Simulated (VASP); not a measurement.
# Sb2Mo (P-3m1) in VASP: single point with LDA

Aim: the single point of Sb2Mo with LDA.

Everything below comes from runs of VASP 6.6.1. Logs are shortened: lines on timing, memory, paths and dates and some standing lists are left out, and cuts for length are marked.

## 1. The structure

The structure is trigonal, space group P-3m1 (No. 164). The conventional cell has a = 3.748 Å, b = 3.748 Å, c = 5.141 Å, α = 90.00°, β = 90.00°, γ = 120.00°. Around Mo (site symmetry -3m) lie 6 Sb at 2.52 Å. Sb (site symmetry 3m) has 3 Mo at 2.52 Å as nearest neighbours.

The cell was built by a generator and needn't be a form met in nature.

## 2. Single point, LDA

Input file INCAR:

```
SYSTEM = Sb2Mo
  ALGO = Fast
  EDIFF = 1E-7
  ENCUT = 520
  ISIF = 2
  ISMEAR = -1
  LASPH = .TRUE.
  LCHARG = .FALSE.
  LREAL = .FALSE.
  LWAVE = .FALSE.
  NBANDS = 19
  NELM = 80
  PREC = Accurate
  SIGMA = 0.1
```

Input file KPOINTS:

```
k-points
0
G
  10 10 7
  0 0 0
```

Input file POSCAR:

```
Sb2Mo
1.0
    1.8737649000      3.2454522200      0.0000000000
   -1.8737649000      3.2454522200      0.0000000000
    0.0000000000      0.0000000000      5.1413287600
Mo Sb
1 2
Direct
    0.0000000000      0.0000000000      0.0000000000
    0.3333300000      0.3333400000      0.2500000000
    0.6666700000      0.6666600000      0.7500000000
```

Potentials or basis: VASP PAW LDA potentials, release 64 (Mo_sv, Sb).

Launch:

```console
$ cat potpaw_LDA.64/Mo_sv/POTCAR potpaw_LDA.64/Sb/POTCAR > POTCAR
$ mpirun -np 1 vasp_std > vasp.out
```

OUTCAR:

```text
SYSTEM = Sb2Mo
   EDIFF = 1E-7
   ENCUT = 520
   ISIF = 2
   ISMEAR = -1
   LASPH = .TRUE.
   LREAL = .FALSE.
   NELM = 80
   PREC = Accurate

 ion  position               nearest neighbor table
   1  0.000  0.000  0.000-   3 2.52   2 2.52   3 2.52   2 2.52   3 2.52   2 2.52
   2  0.333  0.333  0.250-   1 2.52   1 2.52   1 2.52   3 3.36   3 3.36   3 3.36   3 3.36   3 3.36
                             3 3.36
   3  0.667  0.667  0.750-   1 2.52   1 2.52   1 2.52   2 3.36   2 3.36   2 3.36   2 3.36   2 3.36
                             2 3.36

  LATTYP: Found a hexagonal cell.
 ALAT       =     3.7475265193
 C/A-ratio  =     1.3719259179

  Lattice vectors:

 A1 = (   1.8737649000,  -3.2454522200,   0.0000000000)
 A2 = (   1.8737649000,   3.2454522200,   0.0000000000)
 A3 = (   0.0000000000,   0.0000000000,   5.1413287600)

Analysis of symmetry for initial positions (statically):
=====================================================================
 Subroutine PRICEL returns:
 Original cell was already a primitive cell.

 Routine SETGRP: Setting up the symmetry group for a
 hexagonal supercell.

 Subroutine GETGRP returns: Found  4 space group operations
 (whereof  4 operations were pure point group operations)
 out of a pool of 24 trial point group operations.

The static configuration has the point symmetry C_2h.

Analysis of symmetry for dynamics (positions and initial velocities):
=====================================================================
 Subroutine PRICEL returns:
 Original cell was already a primitive cell.

 Routine SETGRP: Setting up the symmetry group for a
 hexagonal supercell.

 Subroutine GETGRP returns: Found  4 space group operations
 (whereof  4 operations were pure point group operations)
 out of a pool of 24 trial point group operations.

The dynamic configuration has the point symmetry C_2h.

 Subroutine INISYM returns: Found  4 space group operations
 (whereof  4 operations are pure point group operations),
 and found     1 'primitive' translations

----------------------------------------------------------------------------------------

                                     Primitive cell

  volume of cell :      62.5310

  direct lattice vectors                    reciprocal lattice vectors
     1.873764900  3.245452220  0.000000000     0.266842441  0.154061735  0.000000000
    -1.873764900  3.245452220  0.000000000    -0.266842441  0.154061735  0.000000000
     0.000000000  0.000000000  5.141328760     0.000000000  0.000000000  0.194502248

  length of vectors
     3.747526519  3.747526519  5.141328760     0.308123200  0.308123200  0.194502248

  position of ions in fractional coordinates (direct lattice)
     0.000000000  0.000000000  0.000000000
     0.333330000  0.333340000  0.250000000
     0.666670000  0.666660000  0.750000000

  ion indices of the primitive-cell ions
   primitive index   ion index
                 1           1
                 2           2
                 3           3

----------------------------------------------------------------------------------------

 KPOINTS: k-points

Automatic generation of k-mesh.
 Grid dimensions read from file:
 generate k-points for:   10   10    7

 Generating k-lattice:

  Cartesian coordinates                     Fractional coordinates (reciprocal lattice)
     0.026684244  0.015406174  0.000000000     0.100000000  0.000000000  0.000000000
    -0.026684244  0.015406174  0.000000000     0.000000000  0.100000000  0.000000000
     0.000000000  0.000000000  0.027786035     0.000000000  0.000000000  0.142857143

  Length of vectors
     0.030812320  0.030812320  0.027786035

  Shift w.r.t. Gamma in fractional coordinates (k-lattice)
     0.000000000  0.000000000  0.000000000

 Subroutine IBZKPT returns following result:
 ===========================================

 Found    196 irreducible k-points:

 Following reciprocal coordinates:
            Coordinates               Weight
  0.000000  0.000000  0.000000      1.000000
  0.100000  0.000000  0.000000      4.000000
  0.000000  0.100000  0.000000      2.000000
  0.200000  0.000000  0.000000      4.000000
  0.000000  0.200000  0.000000      2.000000
  0.300000 -0.000000  0.000000      4.000000
[... 16 lines left out ...]
  0.400000  0.200000  0.000000      2.000000
  0.200000  0.400000  0.000000      4.000000
 [... further k-points ...]
   k-points           NKPTS =    196   k-points in BZ     NKDIM =    196   number of bands    NBANDS=     19
   number of dos      NEDOS =    301   number of ions     NIONS =      3
   total plane-waves  NPLWV =  31360
   dimension x,y,z NGX =    28 NGY =   28 NGZ =   40
   dimension x,y,z NGXF=    56 NGYF=   56 NGZF=   80
   ions per type =               1   2
   NGX,Y,Z   is equivalent  to a cutoff of  12.42, 12.42, 12.93 a.u.
   NGXF,Y,Z  is equivalent  to a cutoff of  24.84, 24.84, 25.87 a.u.
 SYSTEM =  Sb2Mo
   PREC   = accura    normal or accurate (medium, high low for compatibility)
   ISTART =      0    job   : 0-new  1-cont  2-samecut
   ICHARG =      2    charge: 1-file 2-atom 10-const
   ISPIN  =      1    spin polarized calculation?
   LNONCOLLINEAR =      F non collinear calculations
   LSORBIT =      F    spin-orbit coupling
   LASPH  =      T    aspherical Exc in radial PAW
   ENCUT  =  520.0 eV  38.22 Ry    6.18 a.u.   6.97  6.97  9.56*2*pi/ulx,y,z
   NELM   =     80;   NELMIN=  2; NELMDL= -5     # of ELM steps
   EDIFF  = 0.1E-06   stopping-criterion for ELM
   LREAL  =      F    real-space projection
   EDIFFG = 0.1E-05   stopping-criterion for IOM
   NSW    =      0    number of steps for IOM
   IBRION =     -1    ionic relax: 0-MD 1-quasi-New 2-CG
   NFREE  =      0    steps in history (QN), initial steepest desc. (CG)
   ISIF   =      2    stress and relaxation
   ISYM   =      2    0-nonsym 1-usesym 2-fastsym
   POTIM  = 0.5000    time-step for ionic-motion
   TEBEG  =    0.0;   TEEND  =   0.0 temperature during run
   PSTRESS=    0.0 pullay stress
   NELECT =      24.0000    total number of electrons
   NUPDOWN=      -1.0000    fix difference up-down
   EMIN   =  10.00;   EMAX   =-10.00  energy-range for DOS
   EFERMI =   0.00;   METHOD = LEGACY
   ISMEAR =    -1;   SIGMA  =   0.10  broadening in eV -4-tet -1-fermi 0-gaus
   EFERMI_NEDOS =   21; number of points for ismear=-14 and -15
   IALGO  =     68    algorithm
   IMIX   =      4    mixing-type and parameters
     AMIX     =   0.40;   BMIX     =  1.00
     AMIX_MAG =   1.60;   BMIX_MAG =  1.00
  volume/ion in A,a.u.               =      20.84       140.66
  Fermi-wavevector in a.u.,A,eV,Ry     =   1.189725  2.248255 19.258315  1.415446
  Thomas-Fermi vector in A             =   2.325826
   LORBIT       =      0    0 simple, 1 ext, 2 COOP (PROOUT), +10 PAW based schemes
   GGA     = CA    functional components
   LHFCALC =     F    Hartree Fock is set to
   AEXX    =    0.0000 exact exchange contribution
   IVDW    =     0    specifies the selected vdW correction
   LEPSILON=     F    determine dielectric tensor
   LRPA    =     F    only Hartree local field effects (RPA)
 non-spin polarized calculation
 RMM-DIIS sequential band-by-band and
  energy-cutoff  :      520.00
  volume of cell :       62.53
 maximum number of plane-waves:      1702
   NGX = 13   NGY = 13   NGZ = 19

 number of electron      23.9999998 magnetization

 Free energy of the ion-electron system (eV)
  ---------------------------------------------------
  ext. energy  EPLUGINS =         0.00000000
  ---------------------------------------------------
  free energy    TOTEN  =       -19.27906857 eV

  energy without entropy =      -19.18068488  energy(sigma->0) =      -19.22987672

 E-fermi :  10.3254     XC(G=0): -11.4368

 val. band max:       10.3153797974   @ k =   0.5000   0.0000   0.4286
 cond. band min:      10.3268345105   @ k =   0.4000   0.5000   0.2857
 fundamental gap:      0.0114547131
 Fermi energy:        10.3254498791

 k-point     1 :       0.0000    0.0000    0.0000
  band No.  band energies     occupation
      1     -49.8023      2.00000
      2     -24.3156      2.00000
      3     -24.3155      2.00000
      4     -24.1221      2.00000
      5      -2.3910      2.00000
      6       2.4390      2.00000
[... 11 lines left out ...]
     18      15.6415      0.00000
     19      18.2896      0.00000

 k-point     2 :       0.1000    0.0000    0.0000
  band No.  band energies     occupation
      1     -49.8014      2.00000
      2     -24.3273      2.00000
      3     -24.3179      2.00000
      4     -24.1193      2.00000
      5      -2.2329      2.00000
      6       2.3313      2.00000
[... 11 lines left out ...]
     18      16.8775      0.00000
     19      18.2964      0.00000

 k-point     3 :       0.0000    0.1000    0.0000
  band No.  band energies     occupation
      1     -49.8014      2.00000
      2     -24.3273      2.00000
      3     -24.3178      2.00000
      4     -24.1193      2.00000
      5      -2.2329      2.00000
      6       2.3313      2.00000
[... 11 lines left out ...]
     18      16.8775      0.00000
     19      18.2963      0.00000

 k-point     4 :       0.2000    0.0000    0.0000
  band No.  band energies     occupation
      1     -49.7991      2.00000
      2     -24.3579      2.00000
      3     -24.3239      2.00000
      4     -24.1119      2.00000
      5      -1.7750      2.00000
      6       2.0435      2.00000
[... 11 lines left out ...]
     18      16.4789      0.00000
     19      19.2026      0.00000

 k-point     5 :       0.0000    0.2000    0.0000
  band No.  band energies     occupation
      1     -49.7991      2.00000
      2     -24.3580      2.00000
      3     -24.3239      2.00000
      4     -24.1119      2.00000
      5      -1.7750      2.00000
      6       2.0435      2.00000
[... 11 lines left out ...]
     18      16.4789      0.00000
     19      19.2047      0.00000

 k-point     6 :       0.3000   -0.0000    0.0000
  band No.  band energies     occupation
      1     -49.7962      2.00000
      2     -24.3956      2.00000
      3     -24.3314      2.00000
      4     -24.1027      2.00000
      5      -1.0701      2.00000
      6       1.6518      2.00000
[... 11 lines left out ...]
     18      16.8753      0.00000
     19      18.8932      0.00000

 k-point     7 :      -0.0000    0.3000    0.0000
  band No.  band energies     occupation
      1     -49.7962      2.00000
      2     -24.3956      2.00000
      3     -24.3314      2.00000
      4     -24.1027      2.00000
      5      -1.0701      2.00000
      6       1.6518      2.00000
[... 11 lines left out ...]
     18      16.8753      0.00000
     19      18.8601      0.00000

 k-point     8 :       0.4000   -0.0000    0.0000
  band No.  band energies     occupation
      1     -49.7939      2.00000
      2     -24.4258      2.00000
      3     -24.3374      2.00000
      4     -24.0952      2.00000
      5      -0.2250      2.00000
      6       1.1901      2.00000
[... 256 lines left out ...]
 k-point    20 :       0.5000    0.1000    0.0000
  band No.  band energies     occupation
      1     -49.7930      2.00000
      2     -24.4305      2.00000
      3     -24.3466      2.00000
      4     -24.0924      2.00000
      5       0.2663      2.00000
      6       0.9449      2.00000
[... 11 lines left out ...]
     18      17.1840      0.00000
     19      17.7315      0.00000

 k-point    21 :       0.4000    0.5000    0.0000
  band No.  band energies     occupation
      1     -49.7930      2.00000
      2     -24.4305      2.00000
      3     -24.3465      2.00000
      4     -24.0924      2.00000
      5       0.2663      2.00000
      6       0.9449      2.00000
[... 11 lines left out ...]
     18      17.1840      0.00000
     19      17.7315      0.00000

 k-point    22 :      -0.1000    0.4000    0.0000
  band No.  band energies     occupation
      1     -49.7930      2.00000
      2     -24.4305      2.00000
      3     -24.3465      2.00000
      4     -24.0924      2.00000
      5       0.2663      2.00000
      6       0.9449      2.00000
[... 11 lines left out ...]
     18      17.1839      0.00000
     19      17.7315      0.00000

 k-point    23 :       0.4000    0.2000    0.0000
  band No.  band energies     occupation
      1     -49.7949      2.00000
      2     -24.4012      2.00000
      3     -24.3466      2.00000
      4     -24.0985      2.00000
      5      -0.6788      2.00000
      6       1.5206      2.00000
[... 11 lines left out ...]
     18      17.0968      0.00000
     19      18.2822      0.00000

 k-point    24 :       0.2000    0.4000    0.0000
  band No.  band energies     occupation
      1     -49.7949      2.00000
      2     -24.4012      2.00000
      3     -24.3466      2.00000
      4     -24.0985      2.00000
      5      -0.6788      2.00000
      6       1.5206      2.00000
[... 11 lines left out ...]
     18      17.0967      0.00000
     19      18.2817      0.00000

 [... further k-points ...]

------------------------ aborting loop because EDIFF is reached ----------------------------------------

  FORCE on cell =-STRESS in cart. coord.  units (eV):
  Direction    XX          YY          ZZ          XY          YZ          ZX
  --------------------------------------------------------------------------------------
  -------------------------------------------------------------------------------------
  Total        8.7069617      8.7062249     11.8936173     -0.0006205     -0.0003487      0.0006039
  in kB      223.0907309    223.0718535    304.7395714     -0.0158973     -0.0089336      0.0154741
  external PRESSURE =     250.3007186 kB  Pullay stress =       0.0000000 kB

 VOLUME and BASIS-vectors are now :
 -----------------------------------------------------------------------------
  energy-cutoff  :      520.00
  volume of cell :       62.53
      direct lattice vectors                 reciprocal lattice vectors
     1.873764900  3.245452220  0.000000000     0.266842441  0.154061735  0.000000000
    -1.873764900  3.245452220  0.000000000    -0.266842441  0.154061735  0.000000000
     0.000000000  0.000000000  5.141328760     0.000000000  0.000000000  0.194502248

 POSITION                                       TOTAL-FORCE (eV/Angst)
 -----------------------------------------------------------------------------------
      0.00000      0.00000      0.00000        -0.000000      0.000000      0.000000
     -0.00002      2.16365      1.28533         0.000224     -0.000130      3.656352
      0.00002      4.32726      3.85600        -0.000224      0.000130     -3.656352
 -----------------------------------------------------------------------------------
    total drift:                               -0.000000     -0.000000      0.000000

  FREE ENERGIE OF THE ION-ELECTRON SYSTEM (eV)
  ---------------------------------------------------
  free  energy   TOTEN  =       -19.2790685671 eV

  energy  without entropy=      -19.1806848755  energy(sigma->0) =      -19.22987672
```

Wall time 1.9 min (1 thread of Intel Xeon Platinum 8559C (Emerald Rapids), shared host); peak memory 0.32 GiB.

Results:

| Quantity | Value |
| --- | --- |
| Free energy | -19.2791 eV |
| Pressure | 25.0 GPa |
| Largest force | 3.656 eV/Å |
| Band gap on the k mesh | none (metal or under the smearing width) |

Forces in eV/Å, atoms in the order of the input:
```
Mo   0.000  0.000  0.000
Sb   0.000  0.000  3.656
Sb   0.000  0.000 -3.656
```

Caveat: so large a pressure means that the cell lies far from this level's equilibrium, or that cutoff or potentials fall short; forces of over 1 eV/Å show positions far from the minimum, so gaps and moduli don't describe the material at rest. Spin-orbit coupling is left out, which matters for the levels of Sb.
